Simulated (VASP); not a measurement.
Data:

```cif
data_Mg2
_chemical_formula_sum 'Mg2'
_space_group_name_H-M_alt 'P 1'
_space_group_IT_number 1
_cell_length_a 3.18538
_cell_length_b 3.18538
_cell_length_c 5.09946
_cell_angle_alpha 90.000
_cell_angle_beta 90.000
_cell_angle_gamma 120.000
loop_
_space_group_symop_operation_xyz
  'x, y, z'
loop_
_atom_site_label
_atom_site_type_symbol
_atom_site_fract_x
_atom_site_fract_y
_atom_site_fract_z
_atom_site_occupancy
Mg1 Mg 0.33333 0.66667 0.25000 1
Mg2 Mg 0.66667 0.33333 0.75000 1
```

Computed with r2SCAN meta-GGA, VASP's PBE PAW potentials (set 64) (plane waves; VASP 6.6.1). Settings: 480 eV cut-off, 12×12×8 Γ-centred mesh, first-order Methfessel-Paxton smearing of 0.10 eV, potentials Mg.

Each relaxation starts from this cell; other phases were not tried.

Problem. The cell is relaxed at 10 GPa. What happens?

Solution. The volume per atom goes from 22.41 to 18.76 Å³ (-16.3 %), and the cell becomes a = b = 3.0040 Å, c = 4.8013 Å, α = β = 90.00°, γ = 120.00°, space group P6_3/mmc.

Problem. The cell is relaxed at 20 GPa. What happens?

Solution. The volume per atom goes from 22.41 to 16.84 Å³ (-24.9 %), and the cell becomes a = b = 2.897 Å, c = 4.634 Å, α = β = 90.00°, γ = 120.00°, space group P6_3/mmc.

Failed runs are left out, and for metals the shear rows, which the mesh's noise covers.

The compound is Mg in the hcp structure.
